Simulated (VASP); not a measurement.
Wanted: the native input for a VASP 6.6.1 run.

| Quantity | Value |
| --- | --- |
| Task | single point |
| Functional | TB-mBJ |
| Potentials or basis | VASP PAW PBE potentials, release 64 (Cd, Mg, O) |
| Cutoff | 520 eV |
| k mesh | 8 × 8 × 2 |
| Occupations | fermi-dirac, width 0.05 eV |
| Spin | no spin polarisation |
| Further INCAR settings | ALGO = Normal; EDIFF = 1e-06; NBANDS = 46 |

Crystal: Mg2CdO3.

```
Cd Mg O
1.0
     3.13232    0.00000    0.00000
     0.00000    3.13232    0.00000
     0.00000    0.00000   13.22057
Cd Mg O
2 4 6
Cartesian
  0.0000 0.0000 13.2063
  1.5662 1.5662 2.4069
  0.0000 3.1323 4.7159
  1.5662 1.5662 6.7880
  0.0000 0.0000 8.8253
  1.5662 1.5662 10.8974
  1.5662 1.5662 13.0775
  0.0000 0.0000 2.5358
  1.5662 1.5662 4.7471
  0.0000 3.1323 6.7778
  1.5662 1.5662 8.8354
  0.0000 0.0000 10.8662
```

The cell comes from a database or a generator and needn't be the stable form of this composition.

One way to write it, as run:

POSCAR

```
Mg2CdO3                                 
1.0
    3.1323220176      0.0000000000      0.0000000000
    0.0000000000      3.1323220176      0.0000000000
    0.0000000000      0.0000000000     13.2205686249
  Cd              Mg              O             
     2     4     6
Direct
     0.0000000000000000    0.0000000000000000    0.9989223472087373
     0.5000000000000000    0.5000000000000000    0.1820592527912653
     0.0000000000000000    1.0000000000000000    0.3567090971243626
     0.5000000000000000    0.5000000000000000    0.5134398976893808
     0.0000000000000000    0.0000000000000000    0.6675417023106147
     0.5000000000000000    0.5000000000000000    0.8242724928756390
     0.5000000000000000    0.5000000000000000    0.9891777093876595
     0.0000000000000000    0.0000000000000000    0.1918038906123432
     0.5000000000000000    0.5000000000000000    0.3590664591380289
     0.0000000000000000    1.0000000000000000    0.5126723387596573
     0.5000000000000000    0.5000000000000000    0.6683092612403382
     0.0000000000000000    0.0000000000000000    0.8219151308619729
```

INCAR.step1

```
SYSTEM = Mg2CdO3
  PREC = Accurate
  ENCUT = 520
  EDIFF = 1E-5
  ISMEAR = -1
  SIGMA = 0.05
  LREAL = .False.
  LASPH = .True.
  NELM = 80
  ALGO = Normal
  ISIF = 2
  LWAVE = .True.
  LCHARG = .False.
  NBANDS = 46
  KPAR = 8
  GGA = PE
```

INCAR.step2

```
SYSTEM = Mg2CdO3
  PREC = Accurate
  ENCUT = 520
  EDIFF = 1E-6
  ISMEAR = -1
  SIGMA = 0.05
  LREAL = .False.
  LASPH = .True.
  NELM = 80
  ALGO = Normal
  ISIF = 2
  LWAVE = .False.
  LCHARG = .False.
  METAGGA = MBJ
  NBANDS = 46
  KPAR = 8
  ISTART = 1
```

KPOINTS

```
regular mesh
0
Gamma
  8 8 2
  0 0 0
```

Potentials or basis: VASP PAW PBE potentials, release 64 (Cd, Mg, O).

Launch:

```sh
$ cat potpaw_PBE.64/Cd/POTCAR potpaw_PBE.64/Mg/POTCAR potpaw_PBE.64/O/POTCAR > POTCAR
$ cp INCAR.step1 INCAR
$ mpirun -np 8 vasp_std > vasp.out
$ cp INCAR.step2 INCAR
$ mpirun -np 8 vasp_std > vasp.out
```

It gave:

The band gap on the k mesh is 2.44 eV, indirect (least direct gap 3.23 eV).

Wall time 3 min on 8 MPI ranks on AMD EPYC 7R13 Processor (Zen 3), with other jobs on the host, peak memory 0.35 GiB a rank.
